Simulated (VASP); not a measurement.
OSZICAR of a VASP run on Ge$_{2}$Si$_{6}$ (ordered alloy cell):

OSZICAR:
```
       N       E                     dE             d eps       ncg     rms          rms(c)
DAV:   1     0.353533259904E+03    0.35353E+03   -0.20447E+04  2480   0.236E+03
DAV:   2     0.163006849918E+02   -0.33723E+03   -0.32849E+03  2090   0.631E+02
DAV:   3    -0.422069004618E+02   -0.58508E+02   -0.57770E+02  2419   0.154E+02
DAV:   4    -0.449959332747E+02   -0.27890E+01   -0.27804E+01  2520   0.411E+01
DAV:   5    -0.450728132360E+02   -0.76880E-01   -0.76852E-01  2588   0.685E+00    0.911E+00
DAV:   6    -0.445190018057E+02    0.55381E+00   -0.29808E-01  2466   0.300E+00    0.542E+00
DAV:   7    -0.442563395812E+02    0.26266E+00   -0.53348E-01  2389   0.349E+00    0.343E-01
DAV:   8    -0.442594540550E+02   -0.31145E-02   -0.38224E-02  2595   0.187E+00    0.148E-01
DAV:   9    -0.442598669469E+02   -0.41289E-03   -0.17925E-03  2519   0.352E-01    0.109E-01
DAV:  10    -0.442599830259E+02   -0.11608E-03   -0.20009E-04  2824   0.864E-02    0.450E-02
DAV:  11    -0.442600135220E+02   -0.30496E-04   -0.57452E-05  2389   0.406E-02    0.814E-03
DAV:  12    -0.442600140469E+02   -0.52496E-06   -0.40606E-06  2568   0.138E-02    0.428E-03
DAV:  13    -0.442600142780E+02   -0.23106E-06   -0.73995E-07  2357   0.804E-03    0.954E-04
DAV:  14    -0.442600143319E+02   -0.53937E-07   -0.13299E-07  1794   0.198E-03
   1 F= -.44260014E+02 E0= -.44260014E+02  d E =0.000000E+00
```

Task: Which electronic solver shows in the log?

Result: It is blocked Davidson (ALGO = Normal, or the opening steps of other solvers). The INCAR had ALGO = Normal.

Task: Can the final energy be trusted as converged?

Result: The run converged. It stopped with EDIFF = 1E-7, NELM = 100 (PBEsol GGA, plane waves, VASP's PBE PAW potentials (set 64)).

The structure was generated: Ge2Si6 was put into an ordered model structure (Cmcm), which need not be its known phase. It was relaxed first.
